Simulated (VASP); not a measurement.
Given:

```xyz
64
Lattice="11.5222 0.0000 0.0000 0.0000 11.5222 0.0000 0.0000 0.0000 11.5222" Properties=species:S:1:pos:R:3 pbc="T T T"
Ga     5.7502     0.0012    11.5210
Ga     8.6407     2.8803    11.5103
Ga     8.6391    11.5098     2.8794
Ga     0.0031    11.5201    11.5201
Ga     2.8771     2.8679    11.5186
Ga     5.7613     5.7623    11.5087
Ga     8.6531     8.6388    11.5214
Ga     2.8780    11.5207     2.8702
Ga     5.7295     2.8545     2.8508
Ga     8.6540     5.7763     2.8574
Ga     5.7595    11.5092     5.7585
Ga     8.6599     2.8467     5.7824
Ga     8.6529    11.5177     8.6440
Ga    11.5182     5.7722    11.5219
Ga     2.8785     8.6450    11.5199
Ga     0.0104     2.8830     2.8810
Ga     2.8667     5.7600     2.8800
Ga     5.7628     8.6545     2.8794
Ga     0.0002    11.5207     5.7733
Ga     2.8678     2.8808     5.7595
Ga     5.7258     5.7915     5.7875
Ga     8.6402     8.6489     5.7581
Ga     2.8783    11.5206     8.6446
Ga     5.7618     2.8843     8.6531
Ga     8.6392     5.7570     8.6468
Ga    11.5157     8.6369     2.8725
Ga     0.0043     5.7584     5.7590
Ga     2.8750     8.6437     5.7723
Ga    11.5179     2.8733     8.6369
Ga     2.8751     5.7723     8.6437
Ga     5.7520     8.6424     8.6405
Ga     0.0024     8.6433     8.6443
As     7.2105     1.4443     1.4434
As    10.0759     4.3102     1.4449
As    10.0784     1.4421     4.3081
As     1.4396     1.4397     1.4403
As     4.3213     4.3327     1.4405
As     7.1902     7.1970     1.4439
As    10.0823    10.0811     1.4394
As     4.3224     1.4431     4.3305
As    10.0724     7.1919     4.3289
As     7.1881     1.4406     7.1996
As    10.0735     4.3271     7.1930
As    10.0834     1.4400    10.0813
As     1.4378     7.2029     1.4390
As     4.3201    10.0834     1.4391
As     1.4383     4.3211     4.3222
As     4.3208     7.2011     4.3068
As     7.2022    10.0817     4.3212
As     1.4398     1.4406     7.2026
As     4.3213     4.3107     7.1991
As     7.2098     7.1967     7.1962
As    10.0822    10.0797     7.2013
As     4.3208     1.4404    10.0809
As     7.2025     4.3214    10.0813
As    10.0807     7.1999    10.0790
As     1.4368    10.0810     4.3194
As     1.4368     7.2003     7.2010
As     4.3195    10.0819     7.2024
As     1.4366     4.3199    10.0821
As     4.3195     7.2033    10.0806
As     7.2006    10.0806    10.0839
As     1.4406    10.0823    10.0821
S      7.1892     4.3161     4.3223
```
Cell charge +1.

The numbers are results of HSE06 screened hybrid, VASP's PBE PAW potentials (set 64) (plane waves; VASP 6.6.1), not measurements. Run with PREC = Normal, LREAL = Auto, ISYM = 0, NELECT = 256.0, EDIFF = 1E-5, 400 eV cut-off, 1×1×1 Γ-centred mesh, Gaussian smearing of 0.050 eV, potentials Ga As S.

The cell is charged, with a uniform compensating background. The supercell is sampled at Γ alone, which is coarse: total energies, pressure and levels can be off, energies of defects by several tenths of an eV.

What does the run give for the energy per atom (σ→0)?

The energy per atom (σ→0) is -4.916 eV/atom.

The cell is a supercell with a defect, built from GaAs (zinc blende): S_As, charge +1. The cell's shape comes from a PBE relaxation. The run is not spin-polarised, so no state with unpaired spins was tried.
